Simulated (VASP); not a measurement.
Here is the system:

```
GaP
1.0
    0.00000     2.76678     2.76678
    2.76678     0.00000     2.76678
    2.76678     2.76678     0.00000
Ga P
1 1
Cartesian
  0.00000   0.00000   0.00000
  1.38339   1.38339   1.38339
```

Calculation: HSE06 screened hybrid (exact exchange on a k-mesh reduced by 2x2x2), VASP's PBE PAW potentials (set 64) (plane waves; VASP 6.6.1). Numerical set-up: PREC = Normal, EDIFF = 1E-5, 400 eV cut-off, 8×8×8 Γ-centred mesh, Gaussian smearing of 0.050 eV, potentials Ga P.

Exact exchange is summed on a reduced mesh (NKRED).

Problem. What does the run give for the energy per atom (σ→0), band gap (on the k-mesh) with the smallest direct gap where there is one?

Solution. 
```
Property                                      Value
-----------------------------------  --------------
band gap (on the k-mesh)                    2.44 eV
smallest direct gap (on the k-mesh)         2.48 eV
energy per atom (σ→0)                -5.413 eV/atom
```

Only differences to runs with the same potentials and settings are physical.

The compound is GaP in the zinc blende structure. It was relaxed first. The cell's shape comes from a PBE relaxation.
